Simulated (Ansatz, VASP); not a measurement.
# Cross-check of La2O3 between VASP and Ansatz, part 2 of 3

Aim: how closely do two programs agree when they are given the same cell, functional and k mesh? The cell is taken from a series of runs on this material, whose earlier steps may have relaxed, scaled, displaced or heated it; both programs get it as it stands.

VASP 6.6.1 and Ansatz 0.2.0.

So far: The structure; Ansatz: zone-centre phonons, LDA.

### 3. VASP: zone-centre phonons, LDA

Level of this step: LDA; plane waves and PAW (O, La) (VASP).

The same cell, functional (in two slightly different forms) and mesh now go to VASP, with its own data sets.

Lines of VASP's logs that name or quote its potential files are left out, and so is its time.

File INCAR:

```
SYSTEM = La2O3
PREC = Accurate
ENCUT = 600
EDIFF = 1E-08
NELM = 200
ISMEAR = 0
SIGMA = 0.01
LREAL = .FALSE.
ALGO = Normal
GGA = CA
NBANDS = 26
LASPH = .TRUE.
LORBIT = 11
LWAVE = .FALSE.
LCHARG = .FALSE.
ISIF = 2
IBRION = 8
LEPSILON = .TRUE.
GGA_COMPAT = .FALSE.
EFERMI = MIDGAP
LMAXMIX = 6
KPAR = 2
```

File POSCAR:

```
La2O3
1.0
    3.8710687604      0.0000000000      0.0000000000
   -1.9355343802      3.3524438863      0.0000000000
    0.0000000000      0.0000000000      5.8680362678
O La
3 2
Direct
    0.6666666667      0.3333333333      0.3521036094
    0.3333333333      0.6666666667      0.6478963906
    0.0000000000      0.0000000000      0.0000000000
    0.6666666667      0.3333333333      0.7578087810
    0.3333333333      0.6666666667      0.2421912190
```

File KPOINTS:

```
Automatic mesh
0
Gamma
9 9 4
0 0 0
```

Potentials, in the order of the species: O and La (LDA family, release 64).

Run with:

```bash
$ mpirun -np 2 vasp_std
```

The program printed:

```text
[banner, memory and clock lines left out]
running    2 mpi-ranks, on    1 nodes
 distrk:  each k-point on    1 cores,    2 groups
 distr:  one band on    1 cores,    1 groups

 POSCAR found type information on POSCAR O La
 POSCAR found :  2 types and       5 ions
 LDA part: xc-table for (Slater(with rela. corr.)+CA(PZ))
 , standard interpolation
 POSCAR, INCAR and KPOINTS ok, starting setup
 FFT: planning ... GRIDC
 FFT: planning ... GRID_SOFT
 FFT: planning ... GRID
 WAVECAR not read
 entering main loop
       N       E                     dE             d eps       ncg     rms          rms(c)
DAV:   1     0.483961937073E+03    0.48396E+03   -0.17151E+04  2300   0.271E+03
DAV:   2     0.861742246749E+02   -0.39779E+03   -0.38577E+03  3124   0.395E+02
DAV:   3    -0.339992508646E+02   -0.12017E+03   -0.11775E+03  3802   0.215E+02
DAV:   4    -0.504834512692E+02   -0.16484E+02   -0.16454E+02  3910   0.840E+01
DAV:   5    -0.514273344731E+02   -0.94388E+00   -0.94341E+00  3824   0.229E+01    0.150E+01
DAV:   6    -0.461091647439E+02    0.53182E+01   -0.47470E+01  3528   0.413E+01    0.781E+00
DAV:   7    -0.459903299395E+02    0.11883E+00   -0.52887E+00  4384   0.230E+01    0.366E+00
DAV:   8    -0.459112541050E+02    0.79076E-01   -0.61430E-01  3896   0.646E+00    0.124E+00
DAV:   9    -0.458914999845E+02    0.19754E-01   -0.91420E-02  3952   0.235E+00    0.373E-01
DAV:  10    -0.458921502041E+02   -0.65022E-03   -0.26586E-02  3760   0.113E+00    0.175E-01
DAV:  11    -0.458923915112E+02   -0.24131E-03   -0.73996E-03  4192   0.653E-01    0.120E-01
DAV:  12    -0.458922555598E+02    0.13595E-03   -0.23504E-03  3664   0.298E-01    0.371E-02
DAV:  13    -0.458922774540E+02   -0.21894E-04   -0.71135E-04  4008   0.188E-01    0.327E-02
DAV:  14    -0.458922584576E+02    0.18996E-04   -0.13726E-04  3936   0.105E-01    0.553E-03
DAV:  15    -0.458922593581E+02   -0.90058E-06   -0.93015E-06  3496   0.229E-02    0.235E-03
DAV:  16    -0.458922594269E+02   -0.68706E-07   -0.11467E-06  4344   0.898E-03    0.698E-04
DAV:  17    -0.458922594326E+02   -0.57289E-08   -0.10779E-07  3568   0.230E-03    0.443E-04
DAV:  18    -0.458922594284E+02    0.41559E-08   -0.17341E-08  2320   0.149E-03
   1 F= -.45892259E+02 E0= -.45892259E+02  d E =0.000000E+00
 Linear response reoptimize wavefunctions to high precision
DAV:   1    -0.458922594294E+02   -0.98589E-09   -0.15893E-08  3240   0.116E-03
DAV:   2    -0.458922594295E+02   -0.10823E-09   -0.10455E-09  2264   0.500E-04
DAV:   3    -0.458922594297E+02   -0.15007E-09   -0.52681E-10  2248   0.427E-04
 Linear response G [H, r] |phi>, progress :
  Direction:   1
       N       E                     dE             d eps       ncg     rms
 LRF_COMMUTATOR internal error: the vector H(1)-e(1) S(1) |phi(0)> is not orthog
 onal to |phi(0)> (-1.271846763490955E-004,-8.155368741435964E-015)
RMM:   1    -0.166842430494E+03   -0.16684E+03    0.51366E+02  3416   0.322E+02
 LRF_COMMUTATOR internal error: the vector H(1)-e(1) S(1) |phi(0)> is not orthog
 onal to |phi(0)> (-1.271846763490955E-004,-8.155368741435964E-015)
RMM:   2    -0.126392966411E+03    0.40449E+02   -0.11965E+02  3748   0.107E+02
 LRF_COMMUTATOR internal error: the vector H(1)-e(1) S(1) |phi(0)> is not orthog
 onal to |phi(0)> (-1.271846763490955E-004,-8.155368741435964E-015)
RMM:   3    -0.137660631931E+03   -0.11268E+02   -0.90360E+01  5270   0.380E+01
RMM:   4    -0.139613059542E+03   -0.19524E+01   -0.10617E+01  5719   0.148E+01
RMM:   5    -0.140370469003E+03   -0.75741E+00   -0.33198E+00  5838   0.715E+00
RMM:   6    -0.140621238815E+03   -0.25077E+00   -0.10604E+00  5817   0.427E+00
RMM:   7    -0.140703527522E+03   -0.82289E-01   -0.39300E-01  5724   0.246E+00
RMM:   8    -0.140733878524E+03   -0.30351E-01   -0.13284E-01  5483   0.157E+00
RMM:   9    -0.140745629616E+03   -0.11751E-01   -0.65607E-02  5473   0.986E-01
RMM:  10    -0.140749787756E+03   -0.41581E-02   -0.22591E-02  5301   0.686E-01
RMM:  11    -0.140751860934E+03   -0.20732E-02   -0.10815E-02  5152   0.492E-01
RMM:  12    -0.140752647873E+03   -0.78694E-03   -0.59095E-03  5084   0.382E-01
RMM:  13    -0.140752913712E+03   -0.26584E-03   -0.24177E-03  4965   0.310E-01
RMM:  14    -0.140753097063E+03   -0.18335E-03   -0.84981E-04  4946   0.273E-01
RMM:  15    -0.140753215896E+03   -0.11883E-03   -0.13625E-03  4977   0.251E-01
RMM:  16    -0.140753203230E+03    0.12666E-04   -0.85926E-04  4942   0.239E-01
RMM:  17    -0.140753277372E+03   -0.74143E-04   -0.97881E-04  4944   0.230E-01
RMM:  18    -0.140753213105E+03    0.64267E-04    0.71980E-05  4928   0.223E-01
RMM:  19    -0.140753287800E+03   -0.74695E-04   -0.64724E-04  4957   0.220E-01
 Linear response G [H, r] |phi>, progress :
  Direction:   2
       N       E                     dE             d eps       ncg     rms
RMM:   1    -0.164962596697E+03   -0.16496E+03    0.52623E+02  3427   0.320E+02
RMM:   2    -0.125891093909E+03    0.39072E+02   -0.12726E+02  3769   0.107E+02
[...]
RMM:   8    -0.360448123699E+00   -0.36781E-05   -0.15232E-05 12517   0.137E-02    0.191E-03
RMM:   9    -0.360440168760E+00    0.79549E-05   -0.83150E-06 11966   0.959E-03    0.725E-04
RMM:  10    -0.360455989144E+00   -0.15820E-04   -0.74374E-06 11729   0.699E-03    0.660E-04
RMM:  11    -0.360456002079E+00   -0.12935E-07   -0.53411E-06 12159   0.520E-03    0.316E-04
[...]
RMM:   4    -0.369726208477E+00   -0.10786E-02   -0.13474E-03  4240   0.282E-01    0.209E-02
RMM:   5    -0.369772721194E+00   -0.46513E-04   -0.54822E-04  5048   0.852E-02    0.142E-02
RMM:   6    -0.369763942455E+00    0.87787E-05   -0.92381E-05  4910   0.441E-02    0.694E-03
RMM:   7    -0.369775547160E+00   -0.11605E-04   -0.56655E-05  5314   0.246E-02    0.373E-03
RMM:   8    -0.369784710008E+00   -0.91628E-05   -0.15954E-05  5309   0.155E-02    0.168E-03
RMM:   9    -0.369784286503E+00    0.42350E-06   -0.83909E-06  5420   0.942E-03    0.442E-04
RMM:  10    -0.369785423344E+00   -0.11368E-05   -0.57498E-06  5307   0.655E-03    0.396E-04
RMM:  11    -0.369785756107E+00   -0.33276E-06   -0.40176E-06  5321   0.465E-03    0.250E-04
RMM:  12    -0.369783997415E+00    0.17587E-05   -0.27619E-06  5060   0.412E-03    0.791E-05
RMM:  13    -0.369784439301E+00   -0.44189E-06   -0.14544E-06  5064   0.333E-03    0.528E-05
RMM:  14    -0.369784335015E+00    0.10429E-06   -0.12621E-06  4979   0.313E-03    0.308E-05
RMM:  15    -0.369784467143E+00   -0.13213E-06   -0.48014E-08  4933   0.290E-03    0.852E-06
RMM:  16    -0.369784389764E+00    0.77379E-07   -0.10447E-07  5000   0.283E-03    0.226E-05
RMM:  17    -0.369784412503E+00   -0.22739E-07   -0.26882E-07  4953   0.276E-03    0.159E-05
RMM:  18    -0.369784375001E+00    0.37503E-07   -0.34651E-09  4934   0.272E-03    0.161E-05
RMM:  19    -0.369784381956E+00   -0.69555E-08   -0.16855E-08  4967   0.270E-03    0.187E-05
 first order change of Fermi-energy  -0.56580E-04
 force on displaced ion       3 direction 3 :   0.000  -0.000  -6.292
 Born effective charge ion    3 direction 3 :  -0.000  -0.000  -2.556
 Linear response progress:
  Degree of freedom:   5/  6
       N       E                     dE             d eps       ncg     rms          rms(c)
RMM:   1    -0.217909140458E+00   -0.21791E+00   -0.18790E+00 12107   0.443E+01
RMM:   2    -0.245059507435E+00   -0.27150E-01   -0.84719E-02 14221   0.266E+00    0.157E-01
RMM:   3    -0.249828716565E+00   -0.47692E-02   -0.32506E-02 20362   0.845E-01    0.106E-01
RMM:   4    -0.250694680332E+00   -0.86596E-03   -0.52601E-03 22170   0.335E-01    0.803E-02
RMM:   5    -0.251956616017E+00   -0.12619E-02   -0.16267E-03 20537   0.239E-01    0.138E-02
RMM:   6    -0.252149219277E+00   -0.19260E-03   -0.10094E-03 23511   0.124E-01    0.108E-02
RMM:   7    -0.252168424306E+00   -0.19205E-04   -0.39814E-04 22813   0.812E-02    0.998E-03
RMM:   8    -0.252296815869E+00   -0.12839E-03   -0.19776E-04 22980   0.514E-02    0.362E-03
RMM:   9    -0.252354867877E+00   -0.58052E-04   -0.12725E-04 21709   0.371E-02    0.337E-03
RMM:  10    -0.252398671712E+00   -0.43804E-04   -0.17114E-04 22473   0.262E-02    0.189E-03
RMM:  11    -0.252432399596E+00   -0.33728E-04   -0.19083E-04 21167   0.207E-02    0.627E-04
RMM:  12    -0.252427338475E+00    0.50611E-05   -0.17405E-04 21703   0.153E-02    0.178E-04
RMM:  13    -0.252431884059E+00   -0.45456E-05   -0.15170E-04 20536   0.129E-02    0.236E-04
RMM:  14    -0.252446031541E+00   -0.14147E-04   -0.13025E-04 20821   0.108E-02    0.782E-04
[...]
RMM:  20    -0.252444596553E+00   -0.10476E-04   -0.52007E-05 19648   0.700E-03    0.378E-04
RMM:  21    -0.252448153604E+00   -0.35571E-05   -0.43614E-05 19547   0.692E-03    0.128E-04
RMM:  22    -0.252448930943E+00   -0.77734E-06   -0.36871E-05 19395   0.669E-03    0.109E-04
RMM:  23    -0.252448909784E+00    0.21159E-07   -0.31409E-05 19364   0.664E-03    0.153E-04
RMM:  24    -0.252448167748E+00    0.74204E-06   -0.26771E-05 19219   0.650E-03    0.259E-04
RMM:  25    -0.252448161920E+00    0.58287E-08   -0.23287E-05 19297   0.651E-03    0.289E-04
RMM:  26    -0.252448190409E+00   -0.28489E-07   -0.20042E-05 19088   0.648E-03    0.312E-04
RMM:  27    -0.252448589392E+00   -0.39898E-06   -0.17405E-05 19220   0.648E-03    0.297E-04
 first order change of Fermi-energy   0.11087E-04
 force on displaced ion       4 direction 1 :  -7.468   0.000   0.002
 Born effective charge ion    4 direction 1 :   4.248   0.000   0.000
 Linear response progress:
  Degree of freedom:   6/  6
       N       E                     dE             d eps       ncg     rms          rms(c)
RMM:   1    -0.273083189705E+00   -0.27308E+00   -0.16358E+00  3083   0.423E+01
RMM:   2    -0.300954863639E+00   -0.27872E-01   -0.90247E-02  3606   0.295E+00    0.158E-01
RMM:   3    -0.306279656192E+00   -0.53248E-02   -0.36102E-02  4786   0.951E-01    0.122E-01
RMM:   4    -0.307195539308E+00   -0.91588E-03   -0.54187E-03  5384   0.365E-01    0.965E-02
RMM:   5    -0.308390638042E+00   -0.11951E-02   -0.22486E-03  4468   0.333E-01    0.303E-02
RMM:   6    -0.308566043862E+00   -0.17541E-03   -0.11624E-03  5771   0.144E-01    0.195E-02
RMM:   7    -0.308787208226E+00   -0.22116E-03   -0.46233E-04  5564   0.105E-01    0.179E-02
RMM:   8    -0.308842423991E+00   -0.55216E-04   -0.19112E-04  5567   0.674E-02    0.105E-02
RMM:   9    -0.308914130028E+00   -0.71706E-04   -0.10537E-04  5761   0.395E-02    0.708E-03
RMM:  10    -0.308999979108E+00   -0.85849E-04   -0.29597E-05  5293   0.326E-02    0.285E-03
RMM:  11    -0.309021638964E+00   -0.21660E-04   -0.35918E-05  5587   0.207E-02    0.114E-03
RMM:  12    -0.309041066532E+00   -0.19428E-04   -0.73564E-06  5412   0.160E-02    0.448E-04
RMM:  13    -0.309036110737E+00    0.49558E-05   -0.11624E-05  5325   0.126E-02    0.863E-04
RMM:  14    -0.309041387246E+00   -0.52765E-05   -0.40885E-06  5179   0.108E-02    0.581E-04
[...]
RMM:  24    -0.309050751752E+00    0.20751E-06    0.13111E-06  5014   0.729E-03    0.395E-05
RMM:  25    -0.309050830728E+00   -0.78975E-07    0.38062E-07  5043   0.730E-03    0.636E-05
RMM:  26    -0.309050762384E+00    0.68343E-07    0.58525E-07  5056   0.729E-03    0.824E-05
RMM:  27    -0.309050742280E+00    0.20104E-07    0.11530E-06  5018   0.733E-03    0.915E-05
RMM:  28    -0.309050807795E+00   -0.65515E-07    0.63776E-07  5059   0.732E-03    0.100E-04
RMM:  29    -0.309050856585E+00   -0.48790E-07    0.63965E-07  5035   0.736E-03    0.104E-04
RMM:  30    -0.309050852186E+00    0.43990E-08    0.70220E-07  5080   0.737E-03    0.110E-04
RMM:  31    -0.309050822852E+00    0.29334E-07    0.11109E-06  5085   0.741E-03    0.115E-04
 first order change of Fermi-energy   0.24233E+00
 force on displaced ion       4 direction 3 :   0.000  -0.000 -14.300
 Born effective charge ion    4 direction 3 :   0.000   0.000   3.899
 Born effective charges drift removed
 Linear response finished
```

(Part 2 of 3 ends here.)

[Lines on the potential files, build, host, timing and source positions are cut from VASP's logs without a mark.]

[Logs are printed without paths, hosts, clocks, repeated set-up lines and the standing remarks that a program may print on its own settings, such as how far it seeks lower states.]

[Hosts, paths, dates, database ids (printed as entryN), source tags and the programs' standing remarks are cut or masked in the printed files.]
